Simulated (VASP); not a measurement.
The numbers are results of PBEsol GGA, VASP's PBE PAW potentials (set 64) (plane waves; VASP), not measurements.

The input files of a VASP run:

INCAR:
```
# general
SYSTEM   =  PtP
PREC     =  Accurate
ENCUT    =  400
LREAL    =  .FALSE.
LASPH    =  .TRUE.

# electronic loop
EDIFF    =  1E-7
NELM     =  100
ALGO     =  Normal
LMAXMIX  =  6

# smearing
ISMEAR   =  -5

# functional
GGA      =  PS

# ions
ISIF     =  2

# output
LWAVE    =  .FALSE.
LCHARG   =  .TRUE.
LORBIT   =  11
NEDOS    =  601
```

KPOINTS:
```
Automatic mesh
0
Gamma
13 13 13
0 0 0
```

POSCAR:
```
PtP
1.0
  3.0679216641   0.0000000000   0.0000000000
  0.0000000000   3.0679216641   0.0000000000
  0.0000000000   0.0000000000   3.0679216641
Pt P
1 1
direct
  0.0000000000   0.0000000000   0.0000000000
  0.5000000000   0.5000000000   0.5000000000
```

POTCAR, in this order: Pt P (PBE.64 set). Program: vasp_std.

Unless said otherwise, spin-orbit coupling is left out, though it shifts the bands of the heavy elements here.

### Question
Estimate the energy per atom (σ→0), band gap (on the k-mesh).

### Answer

* **energy per atom (σ→0)**: -612.0 kJ/mol of atoms
* **band gap (on the k-mesh)**: none (metal, semimetal or under 0.01 eV)

File OSZICAR:
```
...
DAV:   9    -0.126861273000E+02    0.77118E-03   -0.13210E-03  2073   0.337E-01    0.248E-01
DAV:  10    -0.126858151046E+02    0.31220E-03   -0.94752E-04  1926   0.212E-01    0.275E-02
DAV:  11    -0.126858180087E+02   -0.29041E-05   -0.22239E-05  2079   0.428E-02    0.852E-03
DAV:  12    -0.126858178118E+02    0.19691E-06   -0.24684E-07  2014   0.494E-03    0.798E-03
DAV:  13    -0.126858207115E+02   -0.28996E-05   -0.49558E-07  1944   0.551E-03    0.338E-04
DAV:  14    -0.126858205093E+02    0.20216E-06   -0.25371E-08   975   0.151E-03    0.253E-04
DAV:  15    -0.126858205089E+02    0.43838E-09   -0.10304E-09   987   0.338E-04
   1 F= -.12685821E+02 E0= -.12685821E+02  d E =0.000000E+00
```

The structure was generated: PtP was put into the CsCl type type (Pm-3m), which need not be its known phase. It was relaxed first, which changed the volume by -8 %. The electron count is odd and the run is not spin-polarised, which forces a metal.
